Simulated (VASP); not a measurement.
CdSe (wurtzite), at 0.96 of the tabulated volume:

```
CdSe
1.0
    2.12094    -3.67358     0.00000
    2.12094     3.67358     0.00000
    0.00000     0.00000     6.91526
Cd Se
2 2
Cartesian
  2.12094  -1.22453   3.45763
  2.12094   1.22453   0.00000
  2.12094  -1.22453   6.05777
  2.12094   1.22453   2.60014
```

The lowest empty band near Γ, direction c, from PBE with spin-orbit coupling in VASP (PAW); its two spin partners are averaged. The gap over the points computed is 0.64 eV, and the next band on that side lies 1.47 eV away at the edge.

Run with 400 eV cut-off, 7×7×4 Γ-centred mesh, Gaussian smearing of 0.050 eV, potentials Cd Se.

```
distance from the edge in k (1/Å)  distance in energy (meV)
---------------------------------  ------------------------
0.012                                                   8.2
0.018                                                  18.3
0.025                                                  34.5
0.035                                                  65.0
0.050                                                 123.3
0.070                                                 216.8
```

**Question.** Fit E(1 + αE) = ħ²k²/2m* (ħ²/2m0 = 3.810 eV Å²) and predict the row at 0.095 1/Å.

**Answer.** Least squares on the energies gives the electron mass m* = 0.066 m0 and α = 1.44 per eV, and so 348.9 meV. The run gave 347.6 meV, -1.3 meV from the fit. So light an electron mass at Γ scales with the gap, and carries this level's error in it.

Left out are points under 3 meV from the edge, since the levels carry 0.1 meV, and points farther than half the way to the next band.

The compound is CdSe in the wurtzite structure. The cell was not relaxed at this level.
